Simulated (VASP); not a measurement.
A VASP calculation is set up with these files.

### POSCAR
```
B2Rh
1
    3.0664674022     0.0000000000    -0.0000000000
   -1.5332337011     2.6556387487     0.0000000000
    0.0000000000     0.0000000000     3.1947201000
Rh B
1 2
Direct
  0.0000000000   0.0000000000   0.0000000000
  0.3333330000   0.6666670000   0.5000000000
  0.6666670000   0.3333330000   0.5000000000
```

INCAR:
```
ALGO = Normal
EDIFF = 1E-7
EDIFFG = -0.01
ENCUT = 600
IBRION = 2
ISIF = 3
ISMEAR = 1
LASPH = .TRUE.
LCHARG = .FALSE.
LMAXMIX = 4
LMIXTAU = .TRUE.
LREAL = .FALSE.
LWAVE = .FALSE.
METAGGA = R2SCAN
NELM = 100
NSW = 40
PREC = Accurate
PSTRESS = 10
SIGMA = 0.1
SYSTEM = B2Rh
```

KPOINTS:
```
Automatic
0
gamma
  10 10 10
0 0 0
```

POTCAR, in this order: Rh_pv B (PBE.64 set). Program: vasp_std.

Write an equivalent input for Ansatz.

One equivalent input (not run):
Ansatz 0.2 input:
```yaml
crystal:
  lattice:
    - [3.0664674, 0.0000000, 0.0000000]
    - [-1.5332337, 2.6556387, 0.0000000]
    - [0.0000000, 0.0000000, 3.1947201]
  atoms:
    - { symbol: Rh, position: [0.0000000, 0.0000000, 0.0000000] }
    - { symbol: B, position: [0.3333330, 0.6666670, 0.5000000] }
    - { symbol: B, position: [0.6666670, 0.3333330, 0.5000000] }
kpoints:
  mp_grid: { grid: [10, 10, 10] }
hamiltonian:
  xc: r2scan
  pseudopotentials: { kind: paw }
scf:
  occupations: { method: methfessel_paxton, width: 0.1 }
  max_iter: 100
relax:
  max_steps: 40
  f_tol: 0.01
  cell: { p_target: 1 }
output: { forces: true, stress: true, eigenvalues: true }
```
What does not carry over: each code has its own PAW files, so the cut-off isn't converted (ENCUT is set for VASP's; basis.ecutwfc is left out, and Ansatz then takes the one that its files recommend); Ansatz stops its SCF on the density residual and VASP on the energy change (EDIFF).

The structure was generated: B2Rh was put into the AlB2 type (P6/mmm), which need not be its known phase. It was relaxed first under an external pressure of 1 GPa.
